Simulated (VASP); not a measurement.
Wanted: the native input for a VASP 6.6.1 run.

* Task: relaxation of cell and atoms
* Functional: PBE
* Potentials or basis: VASP PAW PBE potentials, release 64 (Ga_d, Sb)
* Cutoff: 600 eV
* k mesh: 8 × 6 × 4
* Occupations: methfessel-paxton, width 0.2 eV
* Spin: no spin polarisation
* Further INCAR settings: ALGO = Normal; EDIFF = 1e-07; IBRION = 2; EDIFFG = -0.02; NSW = 60; ISIF = 3

The structure of Ga3Sb lies in POSCAR:

```
Ga3Sb
1.0
    3.2217817800      0.0000000000      0.0000000000
    0.0000000000      4.5043062500      0.0000000000
    0.0000000000      0.0000000000      6.3136814600
Ga Sb
3 1
Direct
    0.0000000000      0.0000000000      0.5000000000
    0.5000000000      0.5000000000      0.7539245500
    0.5000000000      0.5000000000      0.2460754500
    0.0000000000      0.0000000000      0.0000000000
```

The cell was built by a generator and needn't be a form met in nature.

The input as run:

INCAR

```
  ALGO = Normal
  EDIFF = 1E-7
  EDIFFG = -0.02
  ENCUT = 600
  GGA = PE
  IBRION = 2
  ISIF = 3
  ISMEAR = 1
  LASPH = True
  LCHARG = False
  LREAL = False
  LWAVE = False
  NELM = 100
  NSW = 60
  PREC = Accurate
  SIGMA = 0.2
```

KPOINTS

```
k-points
0
Gamma
  8 6 4
```

Potentials or basis: VASP PAW PBE potentials, release 64 (Ga_d, Sb).

The run is started by

```console
$ cat potpaw_PBE.64/Ga_d/POTCAR potpaw_PBE.64/Sb/POTCAR > POTCAR
$ mpirun -np 1 vasp_std > vasp.out
```

Results of the run:

```json
{
 "Relaxed volume": "21.80 Å³/atom",
 "Relaxed cell": "a = 3.099 Å, b = 4.398 Å, c = 6.397 Å, α = 90.00°, β = 90.00°, γ = 90.00°",
 "Space group after relaxing (to 0.05 Å)": "Pmmm (No. 47)",
 "Energy gained by relaxing": "27.4 meV/atom",
 "Ionic steps": "10",
 "Pressure after relaxing": "0.0 GPa",
 "Largest force after relaxing": "0.018 eV/Å",
 "Band gap on the k mesh": "none (metal or under the smearing width)"
}
```

Run time: 13 min on 1 thread of Intel(R) Xeon(R) Platinum 8488C (Sapphire Rapids), with other jobs on the host, peak memory 0.33 GiB.
